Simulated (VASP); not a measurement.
# WO3 (relaxed from the ReO3 structure, space group Pm-3m): computed properties

Calculation: LDA (Ceperley-Alder, Perdew-Zunger), VASP's LDA PAW potentials (set 64) (plane waves; VASP 6.6.1).

| Quantity | Value |
|---|---|
| space group | Pm-3m (221) |
| cell | a = 3.789 Å, b = 3.789 Å, c = 3.789 Å, α = 90.00°, β = 90.00°, γ = 90.00° |
| volume per atom | 13.60 Å³/atom |
| band gap (over mesh and band path) | 0.51 eV |
| smallest direct gap (over mesh and band path) | 1.60 eV |
| band-edge character | indirect, R to Γ |
| density | 7.07 g/cm³ |

```cif
data_O3W
_chemical_formula_sum 'W1 O3'
_space_group_name_H-M_alt 'P 1'
_space_group_IT_number 1
_cell_length_a 3.78949
_cell_length_b 3.78949
_cell_length_c 3.78949
_cell_angle_alpha 90.000
_cell_angle_beta 90.000
_cell_angle_gamma 90.000
loop_
_space_group_symop_operation_xyz
  'x, y, z'
loop_
_atom_site_label
_atom_site_type_symbol
_atom_site_fract_x
_atom_site_fract_y
_atom_site_fract_z
_atom_site_occupancy
W1 W 0.00000 0.00000 0.00000 1
O1 O 0.50000 0.00000 0.00000 1
O2 O 0.00000 0.00000 0.50000 1
O3 O 0.00000 0.50000 0.00000 1
```

Unless said otherwise, spin-orbit coupling is left out, though it shifts the bands of the heavy elements here.

The structure was generated: WO3 was put into the ReO3 type (Pm-3m), which need not be its known phase. It was relaxed first. Symmetry was kept, so distortions that lower it aren't found.
